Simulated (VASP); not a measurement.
These are LDA (Ceperley-Alder, Perdew-Zunger), VASP's LDA PAW potentials (set 64) (plane waves; VASP 6.6.1) values and carry that method's errors.

The input files of a VASP run:

INCAR:
```
! general
SYSTEM   =  La
PREC     =  Accurate
ENCUT    =  400
LREAL    =  .False.
LASPH    =  .True.
ICHARG   =  11

! electronic loop
EDIFF    =  1E-7
NELM     =  100
ALGO     =  Normal
LMAXMIX  =  6

! smearing
ISMEAR   =  0
SIGMA    =  0.05

! output
LWAVE    =  .False.
LCHARG   =  .False.
LORBIT   =  11
```

**KPOINTS**
```
k-points along high-symmetry lines
10
Line-mode
Reciprocal
  0.000000   0.000000   0.000000 ! GAMMA
 -0.000000   0.500000   0.000000 ! M

 -0.000000   0.500000   0.000000 ! M
 -0.333333   0.666667   0.000000 ! K

 -0.333333   0.666667   0.000000 ! K
  0.000000   0.000000   0.000000 ! GAMMA

  0.000000   0.000000   0.000000 ! GAMMA
  0.000000   0.000000   0.500000 ! A

  0.000000   0.000000   0.500000 ! A
 -0.000000   0.500000   0.500000 ! L

 -0.000000   0.500000   0.500000 ! L
 -0.333333   0.666667   0.500000 ! H

 -0.333333   0.666667   0.500000 ! H
  0.000000   0.000000   0.500000 ! A

 -0.000000   0.500000   0.500000 ! L
 -0.000000   0.500000   0.000000 ! M

 -0.333333   0.666667   0.500000 ! H
 -0.333333   0.666667   0.000000 ! K
```

POSCAR:
```
La
1
    1.7917901109    -3.1034717024     0.0000000000
    1.7917901109     3.1034717024    -0.0000000000
    0.0000000000     0.0000000000    11.5253854102
La
4
Direct
  0.0000000000   0.0000000000   0.5000000000
  0.0000000000   0.0000000000   1.0000000000
  0.3333330000   0.6666670000   0.2500000000
  0.6666670000   0.3333330000   0.7500000000
```

POTCAR, in this order: La (LDA.64 set). Program: vasp_std. Read from the step before: CHGCAR.

Output

### OUTCAR
```
 ion  position               nearest neighbor table
   1  0.000  0.000  0.500-   3 3.55   4 3.55   4 3.55   3 3.55   4 3.55   3 3.55
   2  0.000  0.000  0.000-   3 3.55   4 3.55   4 3.55   3 3.55   4 3.55   3 3.55
   3  0.333  0.667  0.250-   1 3.55   2 3.55   1 3.55   2 3.55   1 3.55   2 3.55
   4  0.667  0.333  0.750-   1 3.55   2 3.55   1 3.55   2 3.55   1 3.55   2 3.55
  LATTYP: Found a hexagonal cell.
 ALAT       =     3.5835803897
 C/A-ratio  =     3.2161648846
 Subroutine PRICEL returns:
 Original cell was already a primitive cell.
 Subroutine GETGRP returns: Found 24 space group operations
The static configuration has the point symmetry D_3d.
 The point group associated with its full space group is D_6h.
The dynamic configuration has the point symmetry D_3d.
 Subroutine INISYM returns: Found 24 space group operations
   k-points           NKPTS =     90   k-points in BZ     NKDIM =     90   number of bands    NBANDS=     26
   number of dos      NEDOS =    301   number of ions     NIONS =      4
   total plane-waves  NPLWV =  46080
   dimension x,y,z NGX =    24 NGY =   24 NGZ =   80
   dimension x,y,z NGXF=    48 NGYF=   48 NGZF=  160
   ions per type =               4
   PREC   = accura    normal or accurate (medium, high low for compatibility)
   ISTART =      0    job   : 0-new  1-cont  2-samecut
   ICHARG =     11    charge: 1-file 2-atom 10-const
   ISPIN  =      1    spin polarized calculation?
...
```

File OSZICAR:
```
       N       E                     dE             d eps       ncg     rms          rms(c)
DAV:   1     0.523784999377E+03    0.52378E+03   -0.12627E+04  4736   0.194E+03
DAV:   2     0.942085939537E+02   -0.42958E+03   -0.42459E+03  6984   0.451E+02
DAV:   3    -0.659653945181E+01   -0.10081E+03   -0.99769E+02  8470   0.270E+02
DAV:   4    -0.204724305238E+02   -0.13876E+02   -0.13550E+02  8664   0.946E+01
DAV:   5    -0.225429564850E+02   -0.20705E+01   -0.19931E+01  9240   0.312E+01
DAV:   6    -0.228271732677E+02   -0.28422E+00   -0.27485E+00  9008   0.116E+01
DAV:   7    -0.228680473452E+02   -0.40874E-01   -0.39669E-01  9040   0.391E+00
DAV:   8    -0.228753575401E+02   -0.73102E-02   -0.71993E-02  9016   0.139E+00
DAV:   9    -0.228769255334E+02   -0.15680E-02   -0.15472E-02  9064   0.468E-01
DAV:  10    -0.228773194927E+02   -0.39396E-03   -0.39046E-03  9088   0.178E-01
DAV:  11    -0.228774143777E+02   -0.94885E-04   -0.93980E-04  7944   0.679E-02
DAV:  12    -0.228774395829E+02   -0.25205E-04   -0.24990E-04  7024   0.294E-02
DAV:  13    -0.228774463809E+02   -0.67980E-05   -0.67169E-05  6504   0.130E-02
DAV:  14    -0.228774482065E+02   -0.18256E-05   -0.18028E-05  5136   0.642E-03
DAV:  15    -0.228774486904E+02   -0.48389E-06   -0.47741E-06  4760   0.414E-03
DAV:  16    -0.228774488130E+02   -0.12258E-06   -0.11916E-06  4552   0.247E-03
DAV:  17    -0.228774488400E+02   -0.27013E-07   -0.27746E-07  4344   0.210E-03
   1 F= -.22877449E+02 E0= -.22874209E+02  d E =-.647972E-02
```

### OUTCAR
```
 val. band max:        9.3910831257   @ k =  -0.3333   0.6667   0.4444

 cond. band min:       9.4058978137   @ k =  -0.3333   0.6667   0.1111



 k-point     1 :       0.0000    0.0000    0.0000
  band No.  band energies     occupation
      1     -23.4556      2.00000
      2     -23.2786      2.00000
      3     -23.2726      2.00000
      4     -23.0849      2.00000
      5      -8.2120      2.00000
      6      -7.2171      2.00000
      7      -7.2111      2.00000
      8      -6.3651      2.00000
      9      -6.3651      2.00000
     10      -6.2271      2.00000
     11      -6.2271      2.00000
     12      -6.2184      2.00000
     13      -6.2184      2.00000
     14      -6.0748      2.00000
     15      -6.0748      2.00000
     16      -6.0375      2.00000
     17       6.1408      2.00000
     18       7.2351      2.00000
     19       7.4830      2.00000
     20       7.4906      2.00000
     21       9.7957      0.00000
     22       9.9723      0.00000
     23      10.4087      0.00000
     24      10.4282      0.00000
     25      10.4958      0.00000
     26      10.5141      0.00000

 k-point     2 :       0.0000    0.0556    0.0000
  band No.  band energies     occupation
      1     -23.4469      2.00000
      2     -23.2720      2.00000
      3     -23.2661      2.00000
      4     -23.0808      2.00000
      5      -8.1930      2.00000
      6      -7.2226      2.00000
      7      -7.2166      2.00000
      8      -6.4190      2.00000
      9      -6.3822      2.00000
     10      -6.2658      2.00000
     11      -6.2579      2.00000
     12      -6.2389      2.00000
     13      -6.2301      2.00000
     14      -6.1298      2.00000
     15      -6.0808      2.00000
     16      -6.0459      2.00000
     17       6.2442      2.00000
     18       7.3316      2.00000
     19       7.5815      2.00000
     20       7.5915      2.00000
     21       9.6244      0.00000
     22       9.8715      0.00000
     23      10.0916      0.00000
...
```

The density is held fixed in this step, so its total energy and stress have no physical meaning.

The compound is La in the dhcp structure. It was relaxed first, which changed the volume by -14 %.
